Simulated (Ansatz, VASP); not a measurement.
**Two plane-wave programs on Mo3N4**

```
Mo N
1.0
     4.16571    0.00000    0.00000
     0.00000    4.16571    0.00000
     0.00000    0.00000    4.16571
Mo N
3 4
Direct
  0.50000 0.50000 0.00000
  0.00000 0.50000 0.50000
  0.50000 0.00000 0.50000
  0.50000 0.50000 0.50000
  0.50000 0.00000 0.00000
  0.00000 0.50000 0.00000
  0.00000 0.00000 0.50000
```

Alike in both runs: functional PBEsol; k mesh 8 × 8 × 8; occupations fermi-dirac, width 0.15 eV; no spin polarisation.

Ansatz relaxed the structure, and its values are those at the end. VASP's run is a single point on that final structure, the one shown.

|  | VASP | Ansatz |
| --- | --- | --- |
| version | VASP 6.6.1 | Ansatz 0.2.0 |
| potentials or method | VASP PAW PBE potentials, release 64 (Mo_sv, N) | scalar-relativistic, plane waves, PAW |
| plane-wave cutoff (eV) | 520 | 420 |
| valence electrons in the cell | 62 | 62 |

|  | VASP | Ansatz | Ansatz less VASP |
| --- | --- | --- | --- |
| gap on the k mesh at the Fermi level (eV) | none | none | - |
| pressure (GPa) | 0.5 | 0.0 | -0.45 |

A gap of «none» marks a metal or a gap that the smearing closes. With one functional, cell and mesh, what is left measures potentials, basis and numerics.

Caveats: the PAW data sets were made with another functional, which shifts forces and pressure a little (VASP).
